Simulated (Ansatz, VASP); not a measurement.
# Ga2PN: VASP beside Ansatz

Wanted: the spread between two codes on one cell, functional and k mesh. The cell is invented: As first built, before any earlier steps moved the atoms (in the runner's words): it takes the Ga2BiAs structure with some of its atoms replaced by other elements, volume scaled by an estimate. It may not be a known or stable phase. The cell is taken from a series of VASP runs on this material, whose earlier steps may have relaxed, scaled or displaced it; both programs get it as it stands.

Method: plane waves, with VASP 6.6.1 beside it; single point at r2SCAN, in Ansatz 0.2.0.

### Step 1. The structure

It takes space group P-4m2 (No. 115, tetragonal). Conventional cell: a = 3.533 Å, b = 3.533 Å, c = 4.962 Å, α = 90.00°, β = 90.00°, γ = 90.00°. Nearest to Ga lie 2 N at 2.05 Å and 2 P at 2.29 Å. Nearest to P lie 4 Ga at 2.29 Å. N has 4 Ga at 2.05 Å nearest. As first built, before any earlier steps moved the atoms (in the runner's words): sites of the Ga2BiAs structure (space group 115) filled with other elements, volume scaled by an estimate. Farther neighbours and most contacts between anions are not listed.

### Step 2. Ansatz: single point, r2SCAN

Ansatz runs on its default PAW (the set named soft_2) files.

With cell and atoms fixed, the geometry can't cause a difference; cores, projectors, grids and the points listed under the comparison can.

Input file input.yaml:

```yaml
crystal:
  lattice:
    - [3.53290495, 0.0, 0.0]
    - [0.0, 3.53290495, 0.0]
    - [0.0, 0.0, 4.96213109]
  atoms:
    - { symbol: Ga, position: [0.5, 0.0, 0.292275045] }
    - { symbol: Ga, position: [0.0, 0.5, 0.707724955] }
    - { symbol: P, position: [0.0, 0.0, 0.0] }
    - { symbol: "N", position: [0.5, 0.5, 0.5] }
hamiltonian:
  xc: r2scan
  pseudopotentials: { kind: paw }
kpoints:
  mp_grid: { grid: [6, 6, 5] }
scf:
  occupations: { method: fermi_dirac, width: 0.05 }
  n_extra_bands: 5
output:
  forces: true
  stress: true
  eigenvalues: true
  write_density: true
  write_potential: true
  elf: true
  volumetric_format: npy
```

Started as:

```console
> ansatz run input.yaml --threads 2 --pin off --max-ram 4608MiB --backend cpu --events-out ev --progress --plain --runs-dir out
```

Numbers of over 12 decimals in the logs are rounded to 6 here.

Log:

```text
scf.n_extra_bands = 5 over 18 filled bands (N_el = 36.0): the run solves 23 bands
Engine: ansatz 0.2.0, x86_64-unknown-linux-gnu
Pseudopotentials: kind: paw
Pseudopotential: Ga, paw, valence charge 13, recommended cutoff 500 eV (meta_gga), Ga.paw.azcp
Pseudopotential: P, paw, valence charge 5, recommended cutoff 500 eV (meta_gga), P.paw.azcp
Pseudopotential: N, paw, valence charge 5, recommended cutoff 500 eV (meta_gga), N.paw.azcp
Functional definition: r2SCAN
  parameter k0 = 0.174
  parameter k1 = 0.065
  parameter a1 = 4.9479
  exchange = r2scan_x(k0 = k0, k1 = k1, a1 = a1)
  correlation = r2scan_c
Crystal: 4 atoms, lattice volume = 61.934 Å³
Basis set: ecut = 500 eV, 1539 PW (Γ), exchange–correlation on 108×108×160 points (64 copies of the dense FFT grid, shifted against one another)
Bands: 23, of which v1, the nominal top of the filled ones, is band 18 counted from 1 (17 counted from 0)
Symmetry: 8 space group operations
Space group: P-4m2 (ITA 115), of the structure as read, at distance tolerance 4.0e-5 Å
k-points: 30 of 180 (time reversal used)
Non-local potential: Ga, projectors of the file, l = 0: 2, l = 1: 2, l = 2: 3, l = 3: 1
Non-local potential: P, projectors of the file, l = 0: 2, l = 1: 2, l = 2: 2
Non-local potential: N, projectors of the file, l = 0: 2, l = 1: 2, l = 2: 1
PAW form: soft (Blöchl's): semilocal exchange-correlation on the pseudo side does not see the compensation charge
PAW frozen core: Ga, regenerated for the run's functional (the file was generated under x = pbe(κ = 0.804, μ = 0.219515), c = pbe(β = 0.066725))
PAW frozen core: P, regenerated for the run's functional (the file was generated under x = pbe(κ = 0.804, μ = 0.219515), c = pbe(β = 0.066725))
PAW frozen core: N, regenerated for the run's functional (the file was generated under x = pbe(κ = 0.804, μ = 0.219515), c = pbe(β = 0.066725))
PAW one-centre angular grid: Ga, 590 points (default); XC on 160 Gauss nodes
PAW one-centre angular grid: P, 302 points (default); XC on 160 Gauss nodes
PAW one-centre angular grid: N, 302 points (default); XC on 160 Gauss nodes
Initial density: superposition of atomic densities (neutral atoms: chi_scale 0, normalization atom), corrected by the library's trained network
Initial wavefunctions: pseudopotential atomic-orbital guess
Functional: x = r2scan, c = r2scan; τ floored in thin density (d = 2e-4 eV/Å³)
SCF iter   1: F=—  HF=-8725.776971 eV  |F-HF|=—  |Δ(HF+E_count)|=         —  Δρ=1.00e-2  dr2=2.52e-2  dr2_τ=6.69e-2  ethr=1.77e-3  ⟨swp⟩=6.1  Hψ=3338  notcnv=0
preconditioner: auto → none  [insulator: Δε(μ)=0.924 eV  Ē_g=16.198 eV  σ=0.050 eV  W_gap=0.78  n_scr=14 (ndim 8)  ℏωp=28.3 eV  f_vac=0.005  D(μ)=0.19/eV (n_scr^D=0)  ε∞_Penn≈4.1]
SCF iter   2: F=—  HF=-8725.819604 eV  |F-HF|=—  |Δ(HF+E_count)|=   4.26e-2  Δρ=3.42e-3  dr2=5.95e-3  dr2_τ=2.47e-4  ethr=7.01e-5  ⟨swp⟩=2.6  Hψ=1635  notcnv=0  defer=25
SCF iter   3: F=—  HF=-8725.819229 eV  |F-HF|=—  |Δ(HF+E_count)|=   3.75e-4  Δρ=2.65e-3  dr2=1.76e-3  dr2_τ=1.39e-4  ethr=1.65e-5  ⟨swp⟩=2.0  Hψ=1291  notcnv=0  defer=25
SCF iter   4: F=—  HF=-8725.819923 eV  |F-HF|=—  |Δ(HF+E_count)|=   6.93e-4  Δρ=1.79e-3  dr2=2.30e-3  dr2_τ=2.29e-4  ethr=4.88e-6  ⟨swp⟩=2.3  Hψ=1268  notcnv=0  defer=25
SCF iter   5: F=—  HF=-8725.819493 eV  |F-HF|=—  |Δ(HF+E_count)|=   4.30e-4  Δρ=1.54e-4  dr2=5.82e-6  dr2_τ=1.72e-6  ethr=4.88e-6  ⟨swp⟩=2.1  Hψ=1000  notcnv=0  defer=25
SCF iter   6: F=—  HF=-8725.819497 eV  |F-HF|=—  |Δ(HF+E_count)|=   4.50e-6  Δρ=6.17e-5  dr2=1.05e-6  dr2_τ=5.56e-8  ethr=1.62e-8  ⟨swp⟩=2.9  Hψ=1300  notcnv=0  defer=25
SCF iter   7: F=-8725.819497 eV  HF=-8725.819497 eV  |F-HF|=7.92e-9  |Δ(HF+E_count)|=   1.15e-7  Δρ=1.37e-5  dr2=8.16e-8  dr2_τ=1.09e-9  ethr=2.78e-10  ⟨swp⟩=12.8  Hψ=5597  notcnv=0
SCF 1 converged in 7 iterations: F = -8725.819497 eV  dr2 = 8.16e-8
  greatest PAW one-centre occupation: 0.994 electrons in one spin orbital (limit 2), on the Ga atom at site 1 (counted from 0), in its partial waves of l = 2
SCF converged after 7 iterations
Free energy (F): -8725.819497 eV
Harris-Foulkes:  -8725.819497 eV  (|F-HF|=7.92e-9)
Internal energy: -8725.817722 eV  (E = F + TS)
E sigma→0 (E₀):  -8725.818610 eV
Entropy (-TS):   -0.001776 eV (-0.444 meV/atom)
Fermi energy:    8.570834 eV
--- Per-component energies (eV) ---
  E_band       = -92.276874
  E_kinetic    = 430.928392
  E_local      = -4272.213790  (includes V_loc(G=0)·N_el)
  E_nonlocal   = 936.957315
  E_hartree    = 1975.415153
  E_xc         = -242.411347
  E_vxc        = -267.984134  (∫ρ·V_xc dr)
  E_paw        = -4716.616595  (= ΣΔE_a)
  E_vpaw       = -884.636838  (= ΣTr[D̂ρ^β])
  E_aug_tail   = -0.000073  (compensation charges beyond the density's cutoff)
  E_vtau       = 13.846403  (kinetic-family band-sum trace: ∫τ·v_τ [+ j·A + Jᵃ·Aᵃ] dr)
  E_ewald      = -2836.450231
  E_core_change = -1.426546  (= ΣΔE_core)
  E_smearing   = -0.001776  (= −TS)
  E_closure    = 0.000000  (closes the sum)
  Σ components = -8725.819497   (vs F -8725.819497, Δ=0.00e0)
--- Forces (eV/Å), atoms counted from 1 ---
  atom   1  Ga    -0.00000000     0.00000000     0.05098893
  atom   2  Ga    -0.00000000     0.00000000    -0.05098893
  atom   3  P      0.00000000     0.00000000     0.00000000
  atom   4  N      0.00000000     0.00000000     0.00000000
  max |Σ_I F_I| component: 2.08e-17 eV/Å
--- Stress (GPa, compression-positive) ---
       -0.261271       0.000000      -0.000000
        0.000000      -0.261271       0.000000
       -0.000000       0.000000      -0.196168
  P = ⅓ Tr σ = -0.2396 GPa (-2.396 kbar)
--- Band table (eV; the first three rows and the last of 30) ---
  k-point 0: bands = [... 14 lower, 4.8678, 7.9143, 8.3897, 8.5076, 8.5076, 11.8532, 12.5937, 14.6579, ... 1 higher]
  k-point 1: bands = [... 14 lower, 4.9870, 6.7681, 8.2222, 8.2222, 9.5260, 12.0948, 12.9574, 14.1446, ... 1 higher]
  k-point 2: bands = [... 14 lower, 5.2194, 5.6062, 7.7495, 7.7495, 10.7830, 12.7255, 12.7917, 13.6687, ... 1 higher]
  k-point 29: bands = [... 14 lower, 4.3102, 4.4130, 4.4130, 4.6594, 12.5466, 13.3313, 13.3313, 13.8046, ... 1 higher]
```

It took 6.5 s on 2 threads of Intel Xeon Platinum 8488C (Sapphire Rapids), shared host; peak memory 0.5 GiB.

The run ends at a pressure of -0.24 GPa, with forces up to 0.051 eV/Å.

### Step 3. VASP: single point, r2SCAN

The same cell, functional, mesh and smearing now go to VASP, with its own data sets and cutoff.

Lines of VASP's logs that name or quote its potential files are left out, and so is its time.

Input file INCAR:

```
SYSTEM = Ga2PN
PREC = Accurate
ENCUT = 520
EDIFF = 1E-06
NELM = 100
ISMEAR = -1
SIGMA = 0.05
LREAL = .FALSE.
ALGO = Normal
METAGGA = R2SCAN
LASPH = .TRUE.
NBANDS = 24
LORBIT = 11
LWAVE = .FALSE.
LCHARG = .TRUE.
ISIF = 2
LELF = .TRUE.
LVHAR = .TRUE.
```

Input file POSCAR:

```
Ga2PN
1.0
    3.5329049500      0.0000000000      0.0000000000
    0.0000000000      3.5329049500      0.0000000000
    0.0000000000      0.0000000000      4.9621310900
Ga P N
2 1 1
Direct
    0.5000000000      0.0000000000      0.2922750450
    0.0000000000      0.5000000000      0.7077249550
    0.0000000000      0.0000000000      0.0000000000
    0.5000000000      0.5000000000      0.5000000000
```

Input file KPOINTS:

```
Automatic mesh
0
Gamma
6 6 5
0 0 0
```

PAW data sets: Ga_d, P and N (PBE family, release 64).

Started as:

```console
> mpirun -np 2 vasp_std
```

Log:

```text
[banner, memory and clock lines left out]
running    2 mpi-ranks, on    1 nodes
 distrk:  each k-point on    2 cores,    1 groups
 distr:  one band on    1 cores,    2 groups

 POSCAR found type information on POSCAR GaP N
 POSCAR found :  3 types and       4 ions
|                                                                             |
|               ----> ADVICE to this user running VASP <----                  |
|                                                                             |
|     You enforced a specific xc type in the INCAR file but a different       |
|     [... a line on the potential file left out ...]
|     I HOPE YOU KNOW WHAT YOU ARE DOING!                                     |
|                                                                             |

 LDA part: xc-table for (None), standard interpolation
 POSCAR, INCAR and KPOINTS ok, starting setup
 FFT: planning ... GRIDC
 FFT: planning ... GRID_SOFT
 FFT: planning ... GRID
 WAVECAR not read
 entering main loop
       N       E                     dE             d eps       ncg     rms          rms(c)
DAV:   1     0.237794979717E+03    0.23779E+03   -0.18258E+04  1456   0.255E+03
DAV:   2    -0.170019003546E+02   -0.25480E+03   -0.24513E+03  1568   0.516E+02
DAV:   3    -0.484691467047E+02   -0.31467E+02   -0.31133E+02  1744   0.139E+02
DAV:   4    -0.495472478660E+02   -0.10781E+01   -0.10755E+01  1896   0.282E+01
DAV:   5    -0.495690441720E+02   -0.21796E-01   -0.21793E-01  1744   0.342E+00    0.893E+00
DAV:   6    -0.422155436419E+02    0.73535E+01   -0.63775E+00  2344   0.383E+01    0.456E+00
DAV:   7    -0.423310905335E+02   -0.11555E+00   -0.13440E+00  1512   0.892E+00    0.323E+00
DAV:   8    -0.423482895613E+02   -0.17199E-01   -0.29374E-01  2024   0.516E+00    0.127E+00
DAV:   9    -0.423428819282E+02    0.54076E-02   -0.10074E-01  2288   0.327E+00    0.528E-01
DAV:  10    -0.423435535666E+02   -0.67164E-03   -0.12011E-02  1584   0.811E-01    0.908E-02
DAV:  11    -0.423436718855E+02   -0.11832E-03   -0.14854E-03  1808   0.292E-01    0.749E-02
DAV:  12    -0.423436333822E+02    0.38503E-04   -0.75851E-05  1664   0.679E-02    0.288E-02
DAV:  13    -0.423436324508E+02    0.93143E-06   -0.45512E-05  2120   0.463E-02    0.940E-03
DAV:  14    -0.423436387029E+02   -0.62521E-05   -0.67959E-06  1576   0.180E-02    0.656E-03
DAV:  15    -0.423436386732E+02    0.29699E-07   -0.18414E-07   872   0.522E-03
   1 F= -.42343639E+02 E0= -.42342751E+02  d E =-.177487E-02
```

Parts of OUTCAR (step 3):

```text
ion  position               nearest neighbor table
   1  0.500  0.000  0.292-   4 2.05   4 2.05   3 2.29   3 2.29
   2  0.000  0.500  0.708-   4 2.05   4 2.05   3 2.29   3 2.29
   3  0.000  0.000  0.000-   1 2.29   2 2.29   2 2.29   1 2.29
   4  0.500  0.500  0.500-   1 2.05   2 2.05   1 2.05   2 2.05

  LATTYP: Found a simple tetragonal cell.
 ALAT       =     3.5329049500
 C/A-ratio  =     1.4045470117

 Subroutine GETGRP returns: Found  8 space group operations
 (whereof  8 operations were pure point group operations)

The static configuration has the point symmetry D_2d.

 Found     30 irreducible k-points:

   k-points           NKPTS =     30   k-points in BZ     NKDIM =     30   number of bands    NBANDS=     24

   dimension x,y,z NGX =    28 NGY =   28 NGZ =   40
   dimension x,y,z NGXF=    56 NGYF=   56 NGZF=   80

   ENCUT  =  520.0 eV  38.22 Ry    6.18 a.u.   6.57  6.57  9.23*2*pi/ulx,y,z

   NELECT =      36.0000    total number of electrons

 k-points in reciprocal lattice and weights: Automatic mesh
   0.00000000  0.00000000  0.00000000       0.006
   0.16666667  0.00000000  0.00000000       0.022
   0.33333333  0.00000000  0.00000000       0.022
   0.50000000  0.00000000  0.00000000       0.011
   0.16666667  0.16666667  0.00000000       0.022
   0.33333333  0.16666667  0.00000000       0.044
   0.50000000  0.16666667  0.00000000       0.022
   0.33333333  0.33333333  0.00000000       0.022
   0.50000000  0.33333333  0.00000000       0.022
[...]
0.50000000  0.33333333  0.40000000       0.044
   0.50000000  0.50000000  0.40000000       0.011

 average (electrostatic) potential at core
       1 -69.4092       2 -69.4092       3 -85.2729       4 -66.0368

 E-fermi :   5.3699

 k-point     1 :       0.0000    0.0000    0.0000
  band No.  band energies     occupation
    ...
     15       1.6634      2.00000
     16       4.7098      2.00000
     17       5.1783      1.95757
     18       5.3067      1.55895
     19       5.3067      1.55895
     20       8.6520      0.00000
     21       9.3829      0.00000
     22      11.4685      0.00000
     23      11.4685      0.00000
     24      11.6552      0.00000

 k-point     2 :       0.1667    0.0000    0.0000
  band No.  band energies     occupation
    ...
     14       0.8115      2.00000
     15       1.8418      2.00000
     16       3.5199      2.00000
     17       4.2087      2.00000
     18       5.2653      1.78027
     19       6.2472      0.00000
     20       9.3083      0.00000
     21      10.4149      0.00000
     22      11.3250      0.00000
     23      11.6859      0.00000
    ...

 k-point     3 :       0.3333    0.0000    0.0000
  band No.  band energies     occupation
    ...
     14       0.2986      2.00000
     15       1.3377      2.00000
     16       2.2578      2.00000
     17       2.9069      2.00000
     18       5.1138      1.98814
     19       7.6299      0.00000
     20       9.9869      0.00000
     21      10.2772      0.00000
     22      11.2414      0.00000
     23      12.2564      0.00000
    ...

  Total        0.0032001      0.0032001     -0.0112556      0.0000000      0.0000000      0.0000000
  in kB        0.0827843      0.0827843     -0.2911697      0.0000000      0.0000000      0.0000000
  external PRESSURE =      -0.0418670 kB  Pullay stress =       0.0000000 kB

  energy-cutoff  :      520.00
  volume of cell :       61.93
      direct lattice vectors                 reciprocal lattice vectors
     3.532904950  0.000000000  0.000000000     0.283053185  0.000000000  0.000000000
     0.000000000  3.532904950  0.000000000     0.000000000  0.283053185  0.000000000
     0.000000000  0.000000000  4.962131090     0.000000000  0.000000000  0.201526316

 POSITION                                       TOTAL-FORCE (eV/Angst)
 -----------------------------------------------------------------------------------
      1.76645      0.00000      1.45031         0.000000      0.000000     -0.005928
      0.00000      1.76645      3.51182        -0.000000      0.000000      0.005928
      0.00000      0.00000      0.00000         0.000000      0.000000      0.000000
      1.76645      1.76645      2.48107         0.000000     -0.000000      0.000000
 -----------------------------------------------------------------------------------
    total drift:                                0.000000      0.000000      0.000000

  FREE ENERGIE OF THE ION-ELECTRON SYSTEM (eV)
  ---------------------------------------------------
  free  energy   TOTEN  =       -42.3436386732 eV

  energy  without entropy=      -42.3418638027  energy(sigma->0) =      -42.34275124

 total charge
# of ion       s       p       d       tot
------------------------------------------
    1        0.793   0.833  10.083  11.709
    2        0.793   0.833  10.083  11.709
    3        1.008   1.633   0.000   2.641
    4        1.242   2.416   0.000   3.658
--------------------------------------------------
tot          3.835   5.715  20.166  29.716

[... 3 further parts left out ...]
```

The run ends at a pressure of 0.00 GPa, with forces up to 0.0059 eV/Å.

### Step 4. Differences

Known differences besides the potentials themselves: VASP keeps PBE cores, Ansatz makes them for the functional; the cutoff is 500 eV in Ansatz and 520 eV in VASP. Total energies have different zeros and are not compared.

The two programs side by side:

```
                                        quantity  Ansatz  VASP  difference
                                  pressure (GPa)   -0.24  0.00       -0.24
pressure without Ansatz's Pulay correction (GPa)   -0.30  0.00       -0.30
```

At this near-relaxed geometry the largest component of a force difference is 57 meV/Å. Ansatz's pressure holds a Pulay correction of 0.06 GPa; VASP's holds none.

### Step 5. Further runs

Further runs change the set-up of one program: Ansatz's method, potentials or start, or VASP's data sets, cutoff or form of LDA. The table gives Ansatz less VASP for each quantity, since a change that brings one quantity closer may part another.

```
                                     run  r.m.s. force difference (meV/Å)  pressure (GPa)  pressure without Ansatz's Pulay correction (GPa)
                                as above                               23           -0.24                                             -0.30
                    cores kept as stored                               22           -0.31                                             -0.38
       Ansatz's all-electron LAPW method                               22           -0.19                                                  
Ansatz's larger PAW set (cutoff 1300 eV)                               22           -0.16
```

### Step 6. Results

```yaml
r_m_s_force_difference_single_point_r2scan: 23 meV/Å
```

In words: The r.m.s. force difference is 23 meV/Å (single point, r2SCAN), beyond the 12 meV/Å picked in this series as the mark of a large difference. Single point, r2SCAN, cores kept as stored: the difference in pressure goes from -0.24 to -0.31 GPa; the difference in pressure without Ansatz's Pulay correction goes from -0.30 to -0.38 GPa. Single point, r2SCAN, Ansatz's larger PAW set (cutoff 1300 eV): the difference in pressure goes from -0.24 to -0.16 GPa. 1 further run of this series is not shown here. How closely two codes agree says nothing of how well the functional describes the real material.

[Lines on the potential files, build, host, timing and source positions are cut from VASP's logs without a mark.]

[Logs are printed without paths, hosts, clocks, repeated set-up lines and the standing remarks that a program may print on its own settings, such as how far it seeks lower states.]

[Hosts, paths, dates, database ids (printed as entryN), source tags and the programs' standing remarks are cut or masked in the printed files.]
